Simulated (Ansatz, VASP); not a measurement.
# Cross-check of SiCCl2 (Cl-SiC-Cl chair monolayer) between VASP and Ansatz, part 2 of 2

Aim: how closely do two programs agree when they are given the same cell, functional and k mesh? The structure shown is the start of the Ansatz relaxation below; VASP solves that cell, so the two are compared at the walk's first step.

VASP 6.6.1 and Ansatz 0.2.0.

So far: The starting structure; Ansatz: relaxation, PBE with D3(BJ).

## 3. VASP: single point, PBE with D3(BJ), start cell

Level of this step: PBE with D3(BJ); plane waves and PAW (Cl, C, Si) (VASP).

The same cell, functional, mesh and smearing now go to VASP, with its own data sets.

Lines of VASP's logs that name or quote its potential files are left out, and so is its time.

INCAR

```
SYSTEM = SiCCl2
PREC = Accurate
ENCUT = 520
EDIFF = 1E-06
NELM = 120
ISMEAR = -1
SIGMA = 0.05
LREAL = .FALSE.
ALGO = Normal
GGA = PE
IVDW = 12
NBANDS = 17
LORBIT = 11
LWAVE = .FALSE.
LCHARG = .FALSE.
ISIF = 2
LDIPOL = .TRUE.
IDIPOL = 3
DIPOL = 0.5 0.5 0.498
LVHAR = .TRUE.
LASPH = .TRUE.
GGA_COMPAT = .FALSE.
EFERMI = MIDGAP
NELMDL = -8
```

POSCAR

```
SiCCl2
1.0
    3.0855000000      0.0000000000      0.0000000000
   -1.5427500000      2.6721210000      0.0000000000
    0.0000000000      0.0000000000     40.0333330000
Cl C Si
2 1 1
Direct
    0.6666666667      0.3333333333      0.4433805199
    0.3333333333      0.6666666667      0.5566194801
    0.6666666667      0.3333333333      0.4878434678
    0.3333333333      0.6666666667      0.5034138177
```

KPOINTS

```
Automatic mesh
0
Gamma
12 12 1
0 0 0
```

Potentials, in the order of the species: Cl, C and Si (PBE family, release 64).

Command:

```
$ mpirun -np 1 vasp_std
```

Numbers of over 12 decimals in the logs are rounded to 6 here.

The program printed:

```text
[banner, memory and clock lines left out]
running    1 mpi-ranks, on    1 nodes
 distrk:  each k-point on    1 cores,    1 groups
 distr:  one band on    1 cores,    1 groups

 POSCAR found type information on POSCAR ClC Si
 POSCAR found :  3 types and       4 ions
 LDA part: xc-table for (Slater+PW92), standard interpolation
 POSCAR, INCAR and KPOINTS ok, starting setup
 FFT: planning ... GRIDC
 FFT: planning ... GRID_SOFT
 FFT: planning ... GRID
 WAVECAR not read
 entering main loop
       N       E                     dE             d eps       ncg     rms          rms(c)
DAV:   1     0.213084421125E+03    0.21308E+03   -0.72535E+03   662   0.913E+02
DAV:   2     0.141428898867E+02   -0.19894E+03   -0.18421E+03  1099   0.170E+02
DAV:   3    -0.194863338868E+02   -0.33629E+02   -0.33167E+02   827   0.926E+01
DAV:   4    -0.204432168028E+02   -0.95688E+00   -0.95412E+00   932   0.193E+01
DAV:   5    -0.204641548597E+02   -0.20938E-01   -0.20920E-01   916   0.279E+00
DAV:   6    -0.204649935048E+02   -0.83865E-03   -0.83836E-03   972   0.565E-01
DAV:   7    -0.204650294483E+02   -0.35943E-04   -0.35939E-04   931   0.106E-01
DAV:   8    -0.204650310666E+02   -0.16182E-05   -0.16181E-05  1019   0.214E-02    0.154E+01
DAV:   9    -0.190080398749E+02    0.14570E+01   -0.26623E+00   841   0.117E+01    0.799E+00
DAV:  10    -0.189546120701E+02    0.53428E-01   -0.11497E+00   938   0.632E+00    0.259E+00
DAV:  11    -0.189328858891E+02    0.21726E-01   -0.93557E-02   951   0.198E+00    0.493E-01
DAV:  12    -0.189312281847E+02    0.16577E-02   -0.11531E-02   963   0.807E-01    0.320E-01
DAV:  13    -0.189307946108E+02    0.43357E-03   -0.19327E-03   956   0.285E-01    0.140E-01
DAV:  14    -0.189305077094E+02    0.28690E-03   -0.24690E-04   922   0.102E-01    0.404E-02
[...]
DAV:  20    -0.189312487560E+02   -0.67810E-04   -0.24023E-06   763   0.644E-03    0.174E-03
DAV:  21    -0.189312634892E+02   -0.14733E-04   -0.40725E-07   817   0.284E-03    0.119E-03
DAV:  22    -0.189312941591E+02   -0.30670E-04   -0.92655E-07   674   0.375E-03    0.976E-04
DAV:  23    -0.189313020369E+02   -0.78779E-05   -0.16976E-07   722   0.163E-03    0.637E-04
DAV:  24    -0.189313085251E+02   -0.64882E-05   -0.11720E-07   682   0.138E-03    0.385E-04
DAV:  25    -0.189313106110E+02   -0.20859E-05   -0.34899E-08   731   0.715E-04    0.176E-04
DAV:  26    -0.189313123954E+02   -0.17845E-05   -0.15550E-08   654   0.484E-04    0.613E-05
DAV:  27    -0.189313130873E+02   -0.69186E-06   -0.93688E-09   697   0.311E-04
   1 F= -.19758437E+02 E0= -.19758437E+02  d E =-.232879E-08
```

Parts of OUTCAR (step 3):

```text
ion  position               nearest neighbor table
   1  0.667  0.333  0.443-   3 1.78
   2  0.333  0.667  0.557-   4 2.13
   3  0.667  0.333  0.488-   1 1.78   4 1.89   4 1.89   4 1.89
   4  0.333  0.667  0.503-   3 1.89   3 1.89   3 1.89   2 2.13

  LATTYP: Found a hexagonal cell.
 ALAT       =     3.0855000000
 C/A-ratio  =    12.9746663426

 Subroutine GETGRP returns: Found  6 space group operations
 (whereof  6 operations were pure point group operations)

The static configuration has the point symmetry C_3v.

 Found     19 irreducible k-points:

   k-points           NKPTS =     19   k-points in BZ     NKDIM =     19   number of bands    NBANDS=     17

   dimension x,y,z NGX =    24 NGY =   24 NGZ =  300
   dimension x,y,z NGXF=    48 NGYF=   48 NGZF=  600

   ENCUT  =  520.0 eV  38.22 Ry    6.18 a.u.   5.74  5.74 74.44*2*pi/ulx,y,z

   NELECT =      22.0000    total number of electrons

 k-points in reciprocal lattice and weights: Automatic mesh
   0.00000000  0.00000000  0.00000000       0.007
   0.08333333 -0.00000000  0.00000000       0.042
   0.16666667  0.00000000  0.00000000       0.042
   0.25000000 -0.00000000  0.00000000       0.042
   0.33333333  0.00000000  0.00000000       0.042
   0.41666667 -0.00000000  0.00000000       0.042
   0.50000000 -0.00000000  0.00000000       0.021
   0.08333333  0.08333333  0.00000000       0.042
   0.16666667  0.08333333  0.00000000       0.083
[...]
0.33333333  0.25000000  0.00000000       0.083
   0.33333333  0.33333333  0.00000000       0.014

 dipolmoment           0.000000      0.000000      0.030871 electrons x Angstroem

 average (electrostatic) potential at core
       1 -99.1457       2 -98.5080       3 -58.3461       4 -93.1708

 E-fermi :  -2.1636

 k-point     1 :       0.0000    0.0000    0.0000
  band No.  band energies     occupation
    ...
      7      -6.0790      2.00000
      8      -3.7396      2.00000
      9      -3.7396      2.00000
     10      -3.0345      2.00000
     11      -3.0345      2.00000
     12      -1.3319      0.00000
     13       0.8351      0.00000
     14       1.3289      0.00000
     15       1.7038      0.00000
     16       1.9679      0.00000
    ...

 k-point     2 :       0.0833   -0.0000    0.0000
  band No.  band energies     occupation
    ...
      7      -6.2046      2.00000
      8      -4.1414      2.00000
      9      -3.8265      2.00000
     10      -3.4203      2.00000
     11      -3.1128      2.00000
     12      -1.2047      0.00000
     13       1.2036      0.00000
     14       1.4378      0.00000
     15       1.8447      0.00000
     16       2.1049      0.00000
    ...

 k-point     3 :       0.1667    0.0000    0.0000
  band No.  band energies     occupation
    ...
      7      -6.5207      2.00000
      8      -5.0847      2.00000
      9      -4.3497      2.00000
     10      -4.0498      2.00000
     11      -3.3156      2.00000
     12      -0.9274      0.00000
     13       1.3330      0.00000
     14       1.6816      0.00000
     15       2.2602      0.00000
     16       2.4791      0.00000
    ...

 Edisp (eV)   -0.82712

  Total       5.72639     5.72639    -3.40191     0.00000     0.00000     0.00000
  in kB      27.79637    27.79636   -16.51313     0.00000     0.00000     0.00000
  external pressure =       13.03 kB  Pullay stress =        0.00 kB

  energy-cutoff  :      520.00
  volume of cell :      330.07
      direct lattice vectors                 reciprocal lattice vectors
     3.085500000  0.000000000  0.000000000     0.324096581  0.187117275  0.000000000
    -1.542750000  2.672121000  0.000000000     0.000000000  0.374234550  0.000000000
     0.000000000  0.000000000 40.033333000     0.000000000  0.000000000  0.024979184

 POSITION                                       TOTAL-FORCE (eV/Angst)
 -----------------------------------------------------------------------------------
      1.54275      0.89071     17.75000         0.000000      0.000000     -0.350978
     -0.00000      1.78141     22.28333         0.000000      0.000000     -1.715126
      1.54275      0.89071     19.53000        -0.000000     -0.000000      0.903669
     -0.00000      1.78141     20.15333         0.000000      0.000000      1.162434
 -----------------------------------------------------------------------------------
    total drift:                               -0.000000      0.000007      0.000061

  FREE ENERGIE OF THE ION-ELECTRON SYSTEM (eV)
  ---------------------------------------------------
  free  energy   TOTEN  =       -19.7584365893 eV

  energy  without entropy=      -19.7584365869  energy(sigma->0) =      -19.75843659

 vacuum level on the upper side and lower side of the slab         2.315         1.638

 total charge
# of ion       s       p       d       tot
------------------------------------------
    1        1.613   3.515   0.000   5.128
    2        1.612   3.530   0.000   5.142
    3        0.834   1.644   0.000   2.478
    4        0.714   0.923   0.000   1.637
--------------------------------------------------
tot          4.773   9.611   0.000  14.385

[... 3 further parts left out ...]
```

## 4. Comparison

Known differences besides the potentials themselves: Ansatz cuts the interaction across the vacuum, VASP repeats the sheet with a dipole correction; the cutoff is 420 eV in Ansatz and 520 eV in VASP. Total energies have different zeros and are not compared.

Forces (eV/Å; atoms numbered as in POSCAR):

```csv
atom,"Ansatz x, y, z","VASP x, y, z"
Cl1,"0.000, 0.000, -0.451","0.000, 0.000, -0.351"
Cl2,"0.000, 0.000, -1.679","0.000, 0.000, -1.715"
C3,"0.000, 0.000, 0.996","0.000, 0.000, 0.904"
Si4,"0.000, 0.000, 1.133","0.000, 0.000, 1.162"
```

The forces differ by 41 meV/Å r.m.s., which is 6.3 % of the r.m.s. force of 0.660 eV/Å (both taken over all components). With vacuum in the cell, a pressure given here is an average over mostly empty space and none of the material.

## 5. Results

```
r.m.s. force difference (single point, PBE with D3(BJ), start cell) : 6.3 % of the r.m.s. force
```

The r.m.s. force difference is 6.3 % of the r.m.s. force (single point, PBE with D3(BJ), start cell), beyond the 3 % picked in this series as the mark of a large difference. What causes the difference of the single point, PBE with D3(BJ), start cell pair stays open here. 1 further run of this series is not shown here. How closely two codes agree says nothing of how well the functional describes the real material.

[Lines on the potential files, build, host, timing and source positions are cut from VASP's logs without a mark.]

[Logs are printed without paths, hosts, clocks, repeated set-up lines and the standing remarks that a program may print on its own settings, such as how far it seeks lower states.]

[Hosts, paths, dates, database ids (printed as entryN), source tags and the programs' standing remarks are cut or masked in the printed files.]
